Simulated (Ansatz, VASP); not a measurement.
# Si in VASP and in Ansatz

```
Si
1.0
     2.65107    0.00000    0.00000
    -1.32553    2.29589    0.00000
     0.00000    0.00000    4.54174
Si
2
Direct
  0.33333 0.66667 0.25000
  0.66667 0.33333 0.75000
```

Alike in both runs: task relaxation of cell and atoms; functional LDA; k mesh 18 × 18 × 10; occupations fermi-dirac, width 0.15 eV; no spin polarisation.

```csv
,VASP,Ansatz
version,VASP 6.6.1,Ansatz 0.2.0
potentials or method,"VASP PAW LDA potentials, release 64 (Si)","scalar-relativistic, plane waves, PAW"
plane-wave cutoff (eV),600,420
valence electrons in the cell,8,8
```

```tsv
	VASP	Ansatz	Ansatz less VASP
gap on the k mesh at the Fermi level, each at its own relaxed structure (eV)	none	none	-
relaxed volume (Å³/atom)	13.84	13.83	-0.012
relaxed cell length with the largest relative difference (Å)	4.519	4.517	-0.0017
```

A gap of «none» marks a metal or a gap that the smearing closes.
